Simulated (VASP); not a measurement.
An input for Quantum ESPRESSO's pw.x (written as the equivalent of a VASP run, and not itself run):

```
&CONTROL
  calculation = 'vc-relax'
  pseudo_dir = './pseudo'
  outdir = './out'
  tprnfor = .true.
  tstress = .true.
  nstep = 30
  forc_conv_thr = 0.00039
/
&SYSTEM
  ibrav = 0
  nat = 3
  ntyp = 2
  ecutwfc = 86
  occupations = 'smearing'
  smearing = 'methfessel-paxton'
  degauss = 0.00735
  input_dft = 'vdw-df2'
/
&ELECTRONS
  conv_thr = 7.3e-09
  electron_maxstep = 100
/
&IONS
/
&CELL
  cell_dofree = 'shape'
/
ATOMIC_SPECIES
  Ti 47.867 Ti.upf
  Se 78.971 Se.upf
CELL_PARAMETERS angstrom
     1.8543841   -3.2118875    0.0000000
     1.8543841    3.2118875    0.0000000
     0.0000000    0.0000000    6.4450380
ATOMIC_POSITIONS crystal
  Ti   0.0000000  0.0000000  0.0000000
  Se   0.3333330  0.6666670  0.2429124
  Se   0.6666670  0.3333330  0.7570876
K_POINTS automatic
  10 10 5 0 0 0
```

### Question
Translate this input to VASP (INCAR, KPOINTS, POSCAR, choice of POTCAR).

### Answer
Several could match; the one computed here: 
POSCAR:
```
TiSe2
1.0
  1.8543840945  -3.2118875473   0.0000000000
  1.8543840945   3.2118875473   0.0000000000
  0.0000000000   0.0000000000   6.4450380305
Ti Se
1 2
Direct
  0.0000000000   0.0000000000   0.0000000000
  0.3333330000   0.6666670000   0.2429123929
  0.6666670000   0.3333330000   0.7570876071
```

### INCAR
```
# general
SYSTEM  =TiSe2
PREC    =Accurate
ENCUT   =520
LREAL   =.FALSE.
LASPH   =.TRUE.

# electronic loop
EDIFF   =1E-7
NELM    =100
ALGO    =Normal
LMAXMIX =4

# smearing
ISMEAR  =1
SIGMA   =0.1

# functional
GGA     =ML
LUSE_VDW=.TRUE.
AGGAC   =0.0
ZAB_VDW =-1.8867

# ions
IBRION  =2
NSW     =30
ISIF    =4
EDIFFG  =-0.01

# output
LWAVE   =.FALSE.
LCHARG  =.FALSE.
```

File KPOINTS:
```
Automatic mesh
0
G
10 10 5
```

POTCAR, in this order: Ti_sv Se (PBE.64 set). Program: vasp_std.

What does not carry over: the potentials are each code's own (VASP's PAW set, PseudoDojo norm-conserving files in pw.x), so ENCUT and ecutwfc are chosen apart and not converted; conv_thr bounds pw.x's estimated SCF error, while EDIFF bounds the energy change between steps; forc_conv_thr acts on force components and is met together with etot_conv_thr.

The compound is TiSe2 in the 1T layered structure. This cell is one point of a volume scan, at 1.03 of the reference volume. Symmetry was kept, so distortions that lower it aren't found.
